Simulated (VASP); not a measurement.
VASP ran on this input.

### POSCAR
```
AlAs
1
   -0.0000000000     2.8662107527     2.8662107527
    2.8662107527    -0.0000000000     2.8662107527
    2.8662107527     2.8662107527    -0.0000000000
Al As
1 1
Direct
  0.0000000000   0.0000000000   0.0000000000
  0.7500000000   0.7500000000   0.7500000000
```

**INCAR**
```
LASPH = T
NSW = 60
LREAL = F   # projection in real space or not
LWAVE = F
ALGO = Normal   # blocked Davidson
NELM = 100
ISMEAR = 0   # Gaussian
IBRION = 2
SIGMA = 0.05
EDIFFG = -0.01   # ionic stop
PREC = Accurate
ENCUT = 480   # plane-wave cut-off (eV)
GGA = PE
EDIFF = 1E-6   # SCF stop (eV)
LMAXMIX = 4
LCHARG = F
SYSTEM = AlAs
ISIF = 3   # ions, shape and volume
```

KPOINTS:
```
Automatic mesh
0
Gamma
7 7 7
```

POTCAR, in this order: Al As (PBE.64 set). Program: vasp_std.

Translate this PBE calculation to Ansatz.

One equivalent input (not run):
Ansatz 0.2 input:
```yaml
crystal:
  lattice:
    - [0.0000000, 2.8662108, 2.8662108]
    - [2.8662108, 0.0000000, 2.8662108]
    - [2.8662108, 2.8662108, 0.0000000]
  atoms:
    - { symbol: Al, position: [0.0000000, 0.0000000, 0.0000000] }
    - { symbol: As, position: [0.7500000, 0.7500000, 0.7500000] }
kpoints:
  mp_grid: { grid: [7, 7, 7] }
hamiltonian:
  xc: pbe
  pseudopotentials: { kind: paw }
scf:
  occupations: { method: gaussian, width: 0.05 }
  max_iter: 100
relax:
  max_steps: 60
  f_tol: 0.01
  cell: {}
output: { forces: true, stress: true, eigenvalues: true }
```
Limits of the translation: each code has its own PAW files, so the cut-off isn't converted (ENCUT is set for VASP's; basis.ecutwfc is left out, and Ansatz then takes the one that its files recommend); Ansatz stops its SCF on the density residual and VASP on the energy change (EDIFF).

The compound is AlAs in the zinc blende structure. It was relaxed first. The start is the result of an earlier pass.
